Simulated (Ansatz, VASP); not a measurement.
**Two plane-wave programs on TiSn**

```
Ti Sn
1.0
     0.00000    2.75979    2.75979
     2.75979    0.00000    2.75979
     2.75979    2.75979    0.00000
Ti Sn
1 1
Direct
  0.00000 0.00000 0.00000
  0.50000 0.50000 0.50000
```

The cell comes from a database or a generator and needn't be the stable form of this composition.

Alike in both runs: task single point; functional PBEsol; k mesh 6 × 6 × 6; occupations gaussian, width 0.05 eV; no spin polarisation.

|  | VASP | Ansatz |
| --- | --- | --- |
| version | VASP 6.6.1 | Ansatz 0.2.0 |
| potentials or method | VASP PAW PBE potentials, release 64 (Ti_sv, Sn_d) | scalar-relativistic, plane waves, PAW |
| plane-wave cutoff (eV) | 520 | 420 |
| valence electrons in the cell | 26 | 26 |

```csv
,VASP,Ansatz,Ansatz less VASP
gap on the k mesh at the Fermi level (eV),none,none,-
pressure (GPa),0.0,0.0,+0.01
```

A gap of «none» marks a metal or a gap that the smearing closes.

Caveats: the PAW data sets were made with another functional, which shifts forces and pressure a little (VASP).
